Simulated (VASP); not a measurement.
# CdF2 with rev-vdW-DF2: from relaxation to properties, part 4 of 4

Wanted: the relaxed cell of CdF2 and its properties. The start is a cell from a database of measured crystal structures.

VASP 6.6.1; rev-vdW-DF2; plane waves and PAW (Cd, F).

So far, gap on the k-mesh (eV): step 2 (relaxing cell and atoms (rev-vdW-DF2)) 2.90; step 6 (density of states (rev-vdW-DF2)) 2.91. The relaxed cell has a = 5.437 Å (conventional setting).

## 8. Response to an electric field (rev-vdW-DF2)

The response to a static field gives the electronic dielectric tensor and the Born charges. It needs tightly converged orbitals, hence the small EDIFF.

File INCAR:

```
SYSTEM = CdF2
PREC = Accurate
ENCUT = 520
EDIFF = 1E-07
NELM = 100
ISMEAR = 0
SIGMA = 0.01
LREAL = .FALSE.
ALGO = Normal
GGA = MK
AGGAC = 0
LUSE_VDW = .TRUE.
PARAM1 = 0.1234
PARAM2 = 0.711357
ZAB_VDW = -1.8867
LASPH = .TRUE.
NBANDS = 19
LORBIT = 11
LWAVE = .FALSE.
LCHARG = .FALSE.
LCALCEPS = .TRUE.
LPEAD = .TRUE.
```

File POSCAR:

```
CdF2
1.0
    0.0000000000      2.7185413104      2.7185413104
    2.7185413104      0.0000000000      2.7185413104
    2.7185413104      2.7185413104      0.0000000000
Cd F
1 2
Direct
    0.0000000000      0.0000000000      0.0000000000
    0.2500000000      0.2500000000      0.2500000000
    0.7500000000      0.7500000000      0.7500000000
```

File KPOINTS:

```
Automatic mesh
0
Gamma
5 5 5
0 0 0
```

Potentials, in the order of the species: Cd and F (PBE family, release 64).

On the command line:

```sh
$ mpirun -np 2 vasp_std
```

What it wrote:

```text
[banner, memory and clock lines left out]
running    2 mpi-ranks, on    1 nodes
 distrk:  each k-point on    2 cores,    1 groups
 distr:  one band on    1 cores,    2 groups

 POSCAR found type information on POSCAR CdF
 POSCAR found :  2 types and       3 ions
 [... a notice as in an earlier step ...]

 [... a notice as in an earlier step ...]

 LDA part: xc-table for (Slater+PW92), standard interpolation
 [... a notice as in an earlier step ...]

 POSCAR, INCAR and KPOINTS ok, starting setup
 FFT: planning ... GRIDC
 FFT: planning ... GRID_SOFT
 FFT: planning ... GRID
 WAVECAR not read
 entering main loop
       N       E                     dE             d eps       ncg     rms          rms(c)
DAV:   1     0.196824471275E+03    0.19682E+03   -0.15763E+04   416   0.132E+03
DAV:   2     0.180239888158E+01   -0.19502E+03   -0.18803E+03   444   0.335E+02
DAV:   3    -0.654670409403E+01   -0.83491E+01   -0.83185E+01   468   0.742E+01
DAV:   4    -0.658300951833E+01   -0.36305E-01   -0.36303E-01   432   0.522E+00
DAV:   5    -0.658313250183E+01   -0.12298E-03   -0.12298E-03   444   0.274E-01    0.970E+00
DAV:   6    -0.483779042992E+01    0.17453E+01   -0.40052E+00   512   0.374E+01    0.700E+00
DAV:   7    -0.487405501000E+01   -0.36265E-01   -0.86265E-01   420   0.825E+00    0.407E+00
DAV:   8    -0.485913776064E+01    0.14917E-01   -0.16039E-01   420   0.363E+00    0.736E-01
DAV:   9    -0.484859173429E+01    0.10546E-01   -0.37216E-02   492   0.225E+00    0.952E-02
DAV:  10    -0.484896552663E+01   -0.37379E-03   -0.28428E-03   412   0.593E-01    0.109E-01
DAV:  11    -0.484901380076E+01   -0.48274E-04   -0.13935E-04   444   0.129E-01    0.385E-02
DAV:  12    -0.484901649714E+01   -0.26964E-05   -0.41149E-05   404   0.584E-02    0.177E-02
DAV:  13    -0.484901628025E+01    0.21689E-06   -0.29806E-06   448   0.147E-02    0.519E-03
DAV:  14    -0.484901611709E+01    0.16316E-06   -0.12474E-07   336   0.627E-03    0.910E-04
DAV:  15    -0.484901610797E+01    0.91227E-08   -0.20967E-08   216   0.121E-03
       N       E                     dE             d eps       ncg     rms          rms(c)
SDA:   1    -0.484901581347E+01   -0.48490E+01   -0.11496E-09   780   0.287E-09   0.000E+00
DMP:   2    -0.484901581643E+01   -0.29618E-08   -0.10415E-09   780   0.203E-09   0.149E-09
 final diagonalization occupied
 p_tot=( -0.742E-12 -0.874E-12  0.293E-11 )
       N       E                     dE             d eps       ncg     rms          rms(c)
 p_tot=( -0.742E-12 -0.874E-12  0.293E-11 )
dp_tot=(  0.000E+00  0.000E+00  0.000E+00 )  diag[e(oo)]=(  1.00000    ---      ---   )
SDA:   1    -0.484901581649E+01   -0.30263E-08   -0.18151E-04   780   0.454E-04   0.000E+00
 p_tot=(  0.182E-02  0.231E-06  0.231E-06 )
dp_tot=(  0.182E-02  0.231E-06  0.231E-06 )  diag[e(oo)]=(  1.81738    ---      ---   )
DMP:   2    -0.484902915357E+01   -0.13337E-04   -0.91252E-05   780   0.117E-04   0.213E-04
 p_tot=(  0.361E-02  0.485E-06  0.485E-06 )
dp_tot=(  0.361E-02  0.485E-06  0.485E-06 )  diag[e(oo)]=(  2.62598    ---      ---   )
DMP:   3    -0.484903405656E+01   -0.49030E-05   -0.18004E-05   780   0.362E-05   0.170E-05
 p_tot=(  0.451E-02  0.659E-06  0.659E-06 )
dp_tot=(  0.451E-02  0.659E-06  0.659E-06 )  diag[e(oo)]=(  3.03236    ---      ---   )
DMP:   4    -0.484903466912E+01   -0.61255E-06   -0.12331E-05   780   0.383E-05  -0.144E-05
 p_tot=(  0.461E-02  0.741E-06  0.741E-06 )
dp_tot=(  0.461E-02  0.741E-06  0.741E-06 )  diag[e(oo)]=(  3.07459    ---      ---   )
DMP:   5    -0.484903536759E+01   -0.69847E-06   -0.79531E-06   780   0.178E-05   0.409E-06
 p_tot=(  0.436E-02  0.764E-06  0.764E-06 )
dp_tot=(  0.436E-02  0.764E-06  0.764E-06 )  diag[e(oo)]=(  2.96413    ---      ---   )
DMP:   6    -0.484903576149E+01   -0.39391E-06   -0.28402E-06   780   0.720E-06  -0.183E-07
 p_tot=(  0.414E-02  0.760E-06  0.760E-06 )
dp_tot=(  0.414E-02  0.760E-06  0.760E-06 )  diag[e(oo)]=(  2.86490    ---      ---   )
DMP:   7    -0.484903587409E+01   -0.11260E-06   -0.15902E-06   780   0.474E-06  -0.147E-06
 p_tot=(  0.406E-02  0.748E-06  0.748E-06 )
dp_tot=(  0.406E-02  0.748E-06  0.748E-06 )  diag[e(oo)]=(  2.82676    ---      ---   )
DMP:   8    -0.484903595440E+01   -0.80302E-07   -0.10741E-06   780   0.267E-06   0.361E-08
 p_tot=(  0.406E-02  0.736E-06  0.736E-06 )
dp_tot=(  0.406E-02  0.736E-06  0.736E-06 )  diag[e(oo)]=(  2.82780    ---      ---   )
DMP:   9    -0.484903601540E+01   -0.61000E-07   -0.63126E-07   780   0.139E-06   0.365E-07
 final diagonalization full
 p_tot=(  0.408E-02  0.724E-06  0.724E-06 )
dp_tot=(  0.408E-02  0.724E-06  0.724E-06 )  diag[e(oo)]=(  2.83531    ---      ---   )
       N       E                     dE             d eps       ncg     rms          rms(c)
SDA:   1    -0.484901581493E+01    0.20139E-04   -0.12948E-10   780   0.324E-10   0.000E+00
DMP:   2    -0.484901581535E+01   -0.42110E-09   -0.45366E-11   780   0.735E-11   0.105E-10
 final diagonalization occupied
 p_tot=( -0.128E-12  0.285E-12 -0.284E-11 )
       N       E                     dE             d eps       ncg     rms          rms(c)
 p_tot=( -0.128E-12  0.285E-12 -0.284E-11 )
dp_tot=(  0.000E+00  0.000E+00  0.000E+00 )  diag[e(oo)]=(    ---    1.00000    ---   )
SDA:   1    -0.484901581535E+01   -0.41791E-09   -0.18151E-04   780   0.454E-04   0.000E+00
 p_tot=(  0.230E-06  0.182E-02  0.230E-06 )
dp_tot=(  0.230E-06  0.182E-02  0.230E-06 )  diag[e(oo)]=(    ---    1.81738    ---   )
DMP:   2    -0.484902915407E+01   -0.13339E-04   -0.91252E-05   780   0.117E-04   0.213E-04
 p_tot=(  0.484E-06  0.361E-02  0.485E-06 )
dp_tot=(  0.484E-06  0.361E-02  0.485E-06 )  diag[e(oo)]=(    ---    2.62598    ---   )
DMP:   3    -0.484903405646E+01   -0.49024E-05   -0.18004E-05   780   0.362E-05   0.170E-05
 p_tot=(  0.659E-06  0.451E-02  0.659E-06 )
dp_tot=(  0.659E-06  0.451E-02  0.659E-06 )  diag[e(oo)]=(    ---    3.03236    ---   )
DMP:   4    -0.484903466887E+01   -0.61241E-06   -0.12331E-05   780   0.383E-05  -0.144E-05
 p_tot=(  0.742E-06  0.461E-02  0.742E-06 )
dp_tot=(  0.742E-06  0.461E-02  0.742E-06 )  diag[e(oo)]=(    ---    3.07459    ---   )
DMP:   5    -0.484903536760E+01   -0.69873E-06   -0.79530E-06   780   0.178E-05   0.409E-06
 p_tot=(  0.765E-06  0.436E-02  0.765E-06 )
dp_tot=(  0.765E-06  0.436E-02  0.765E-06 )  diag[e(oo)]=(    ---    2.96413    ---   )
DMP:   6    -0.484903576161E+01   -0.39401E-06   -0.28402E-06   780   0.720E-06  -0.183E-07
 p_tot=(  0.761E-06  0.414E-02  0.761E-06 )
dp_tot=(  0.761E-06  0.414E-02  0.761E-06 )  diag[e(oo)]=(    ---    2.86490    ---   )
DMP:   7    -0.484903587414E+01   -0.11253E-06   -0.15902E-06   780   0.474E-06  -0.147E-06
 p_tot=(  0.748E-06  0.406E-02  0.748E-06 )
dp_tot=(  0.748E-06  0.406E-02  0.748E-06 )  diag[e(oo)]=(    ---    2.82676    ---   )
DMP:   8    -0.484903595433E+01   -0.80194E-07   -0.10741E-06   780   0.267E-06   0.361E-08
 p_tot=(  0.736E-06  0.406E-02  0.736E-06 )
dp_tot=(  0.736E-06  0.406E-02  0.736E-06 )  diag[e(oo)]=(    ---    2.82780    ---   )
DMP:   9    -0.484903601537E+01   -0.61038E-07   -0.63126E-07   780   0.139E-06   0.365E-07
 final diagonalization full
 p_tot=(  0.724E-06  0.408E-02  0.724E-06 )
dp_tot=(  0.724E-06  0.408E-02  0.724E-06 )  diag[e(oo)]=(    ---    2.83531    ---   )
       N       E                     dE             d eps       ncg     rms          rms(c)
SDA:   1    -0.484901581545E+01    0.20139E-04   -0.41670E-11   780   0.104E-10   0.000E+00
DMP:   2    -0.484901581527E+01    0.17826E-09   -0.18365E-11   780   0.286E-11   0.453E-11
 final diagonalization occupied
 p_tot=( -0.157E-11 -0.347E-12 -0.106E-12 )
       N       E                     dE             d eps       ncg     rms          rms(c)
 p_tot=( -0.157E-11 -0.347E-12 -0.106E-12 )
dp_tot=(  0.000E+00  0.000E+00  0.000E+00 )  diag[e(oo)]=(    ---      ---    1.00000 )
SDA:   1    -0.484901581528E+01    0.16735E-09   -0.18151E-04   780   0.454E-04   0.000E+00
 p_tot=(  0.229E-06  0.229E-06  0.182E-02 )
dp_tot=(  0.229E-06  0.229E-06  0.182E-02 )  diag[e(oo)]=(    ---      ---    1.81738 )
DMP:   2    -0.484902915408E+01   -0.13339E-04   -0.91252E-05   780   0.117E-04   0.213E-04
 p_tot=(  0.484E-06  0.484E-06  0.361E-02 )
dp_tot=(  0.484E-06  0.484E-06  0.361E-02 )  diag[e(oo)]=(    ---      ---    2.62598 )
DMP:   3    -0.484903405659E+01   -0.49025E-05   -0.18004E-05   780   0.362E-05   0.170E-05
 p_tot=(  0.658E-06  0.658E-06  0.451E-02 )
dp_tot=(  0.658E-06  0.658E-06  0.451E-02 )  diag[e(oo)]=(    ---      ---    3.03236 )
DMP:   4    -0.484903466887E+01   -0.61228E-06   -0.12331E-05   780   0.383E-05  -0.144E-05
 p_tot=(  0.742E-06  0.742E-06  0.461E-02 )
dp_tot=(  0.742E-06  0.742E-06  0.461E-02 )  diag[e(oo)]=(    ---      ---    3.07459 )
DMP:   5    -0.484903536751E+01   -0.69864E-06   -0.79530E-06   780   0.178E-05   0.409E-06
 p_tot=(  0.765E-06  0.765E-06  0.436E-02 )
dp_tot=(  0.765E-06  0.765E-06  0.436E-02 )  diag[e(oo)]=(    ---      ---    2.96413 )
DMP:   6    -0.484903576158E+01   -0.39407E-06   -0.28402E-06   780   0.720E-06  -0.183E-07
 p_tot=(  0.761E-06  0.761E-06  0.414E-02 )
dp_tot=(  0.761E-06  0.761E-06  0.414E-02 )  diag[e(oo)]=(    ---      ---    2.86490 )
DMP:   7    -0.484903587414E+01   -0.11257E-06   -0.15902E-06   780   0.474E-06  -0.147E-06
 p_tot=(  0.748E-06  0.748E-06  0.406E-02 )
dp_tot=(  0.748E-06  0.748E-06  0.406E-02 )  diag[e(oo)]=(    ---      ---    2.82676 )
DMP:   8    -0.484903595434E+01   -0.80193E-07   -0.10741E-06   780   0.267E-06   0.361E-08
 p_tot=(  0.736E-06  0.736E-06  0.406E-02 )
dp_tot=(  0.736E-06  0.736E-06  0.406E-02 )  diag[e(oo)]=(    ---      ---    2.82780 )
DMP:   9    -0.484903601533E+01   -0.60992E-07   -0.63126E-07   780   0.139E-06   0.365E-07
 final diagonalization full
 p_tot=(  0.724E-06  0.724E-06  0.408E-02 )
dp_tot=(  0.724E-06  0.724E-06  0.408E-02 )  diag[e(oo)]=(    ---      ---    2.83531 )
   1 F= -.48490360E+01 E0= -.48490360E+01  d E =-.736350E-22
```

Wall time 5.2 min (2 MPI ranks of Intel Xeon 6975P-C (Granite Rapids), shared host); peak memory 0.65 GiB; 10 min of CPU time.

From OUTCAR (step 8):

```text
   k-points           NKPTS =     10   k-points in BZ     NKDIM =     10   number of bands    NBANDS=     20

   NELECT =      26.0000    total number of electrons

            Ionic dipole moment: p[ion]=(     0.00000     0.00000     0.00000 ) |e| Angst

 Total electronic dipole moment: p[elc]=(     0.00000     0.00000     0.00408 ) |e| Angst

 MACROSCOPIC STATIC DIELECTRIC TENSOR (including local field effects)
 ------------------------------------------------------
           2.835312     0.000000    -0.000000
           0.000000     2.835312     0.000000
           0.000000    -0.000000     2.835312
 ------------------------------------------------------

 PIEZOELECTRIC TENSOR (including local field effects) (C/m^2)
          XX          YY          ZZ          XY          YZ          ZX
  --------------------------------------------------------------------------------
  x     0.00000     0.00000     0.00000     0.00000     0.00000     0.00000
  y     0.00000     0.00000     0.00000     0.00000     0.00000     0.00000
  z     0.00000     0.00000     0.00000     0.00000     0.00000     0.00000

 BORN EFFECTIVE CHARGES (including local field effects) (in |e|, cummulative output)
 ---------------------------------------------------------------------------------
 ion    1
    1     2.46535    -0.00000     0.00000
    2    -0.00000     2.46535    -0.00000
    3     0.00000     0.00000     2.46535
 ion    2
    1    -1.23267     0.00000     0.00000
    2     0.00000    -1.23267     0.00000
    3     0.00000     0.00000    -1.23267
 ion    3
    1    -1.23267     0.00000     0.00000
    2     0.00000    -1.23267     0.00000
    3     0.00000     0.00000    -1.23267

Total vdW correction in eV:      5.3855479

  Total        0.0229540      0.0229540      0.0229540      0.0000000      0.0000000      0.0000000
  in kB        0.9152300      0.9152300      0.9152300      0.0000000      0.0000000      0.0000000
  external PRESSURE =       0.9152300 kB  Pullay stress =       0.0000000 kB

 POSITION                                       TOTAL-FORCE (eV/Angst)
 -----------------------------------------------------------------------------------
      0.00000      0.00000      0.00000         0.000000      0.000000     -0.000000
      1.35927      1.35927      1.35927        -0.000000     -0.000000     -0.000000
      4.07781      4.07781      4.07781         0.000000     -0.000000      0.000000
 -----------------------------------------------------------------------------------
    total drift:                                0.000000     -0.000000      0.000000

Total vdW correction in eV:      5.3855479

[... 6 parts as in an earlier step ...]

[... 4 further parts left out ...]
```

Energies printed during the response cycles are not total energies of the cell.

Numbers from this step:

| Quantity | Value |
| --- | --- |
| bands | 20 |
| irreducible k-points | 10 |

Electronic dielectric tensor with local fields:

```
2.84 0.00 0.00
0.00 2.84 0.00
0.00 0.00 2.84
```

Born effective charge (e), principal values of the symmetric part by kind of site:

```tsv
atom	atoms with these values	low	middle	high	mean
Cd1	1	2.47	2.47	2.47	2.47
F2	2	-1.23	-1.23	-1.23	-1.23
```

In full for Cd1:

```
2.47 0.00 0.00
0.00 2.47 0.00
0.00 0.00 2.47
```

The Born charges sum to zero; the printed set may have that rule imposed, so this is no test. Born charges and mode vectors give each infrared mode its dipole; summed over the modes, dipole squared over frequency squared adds 5.47 to the electronic 2.84, for a mean static constant of 8.31. With one infrared mode the Lyddane-Sachs-Teller relation, LO/TO = (ε0/ε∞)^½, puts the longitudinal line at 375 cm⁻¹. The mean Born charge of F, -1.23 e, exceeds its nominal -1, the mark of charge that flows along bonds as atoms move.

## 9. Outcome

| Quantity | Value |
| --- | --- |
| relaxed volume | 13.39 Å³/atom |
| relaxed conventional cell a, b, c | 5.437, 5.437, 5.437 Å |
| space group after relaxing, within 0.02 Å | Fm-3m (No. 225) |
| band gap | 2.88 eV, indirect (least direct gap of that run 3.41 eV) |
| gap among the points of the DOS mesh alone, an upper bound | 2.91 eV |
| highest zone-centre mode | 301 cm⁻¹ |
| static dielectric constant from modes and Born charges, mean | 8.31 |
| LO mode by the Lyddane-Sachs-Teller relation | 375 cm⁻¹ |
| electronic dielectric constant, mean | 2.84 |

**Reading.** With rev-vdW-DF2, CdF2 relaxes to 13.39 Å³/atom in space group Fm-3m (held by the symmetry of the run) and has an indirect gap of 2.88 eV. Against the listed cell the volume lies +2.8 %. Bands along the symmetry lines (rev-vdW-DF2): On this path the gap is indirect, 2.88 eV, with the valence top at W and the conduction bottom at Γ. The least direct gap is 3.41 eV. Zone-centre phonons (rev-vdW-DF2): The highest mode in this list at Γ, 301.2 cm⁻¹, is mostly motion of F (100 % of the kinetic energy). Response to an electric field (rev-vdW-DF2): The electronic dielectric tensor with local fields is isotropic, 2.84. Response to an electric field (rev-vdW-DF2): Mean Born effective charge: Cd1 2.47, F2 -1.23 e. Semilocal functionals usually underestimate gaps. Spin-orbit coupling is left out; it would split some degenerate bands. Modes at Γ alone can't show that the crystal is stable at other wave vectors, and the LO-TO splitting is not included. No search among competing phases was made, and a listed structure need not be the one stable at ambient conditions. All values are for a static lattice at zero temperature.

[Lines on the potential files, build, host, timing and source positions are cut from VASP's logs without a mark.]

[Logs are printed without paths, hosts, clocks, repeated set-up lines and the standing remarks that a program may print on its own settings, such as how far it seeks lower states.]

[Hosts, paths, dates, database ids (printed as entryN), source tags and the programs' standing remarks are cut or masked in the printed files.]

[A measured line is paired with the nearest computed mode of its activity, which favours agreement.]
